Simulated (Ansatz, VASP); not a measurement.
**SrMg: VASP beside Ansatz**

```xyz
2
Lattice="3.8738 0.0000 0.0000 0.0000 3.8738 0.0000 0.0000 0.0000 3.8738" Properties=species:S:1:pos:R:3 pbc="T T T"
Sr    1.9369    1.9369    1.9369
Mg    0.0000    0.0000    0.0000
```

Change from the starting cell: volume scaled by 0.98.

Alike in both runs: task single point; functional LDA; k mesh 9 × 9 × 9; occupations fermi-dirac, width 0.05 eV; no spin polarisation.

|  | VASP | Ansatz |
| --- | --- | --- |
| version | VASP 6.6.1 | Ansatz 0.2.0 |
| potentials or method | VASP PAW LDA potentials, release 64 (Sr_sv, Mg), cutoff 520 eV | all-electron LAPW, scalar-relativistic |

VASP gave:

- pressure (GPa): 4.0

Task: Which values does Ansatz return?

Result: Pressure (GPa): 4.2.

Ansatz ran all-electron here, so the differences hold the error of VASP's frozen core and of both bases.
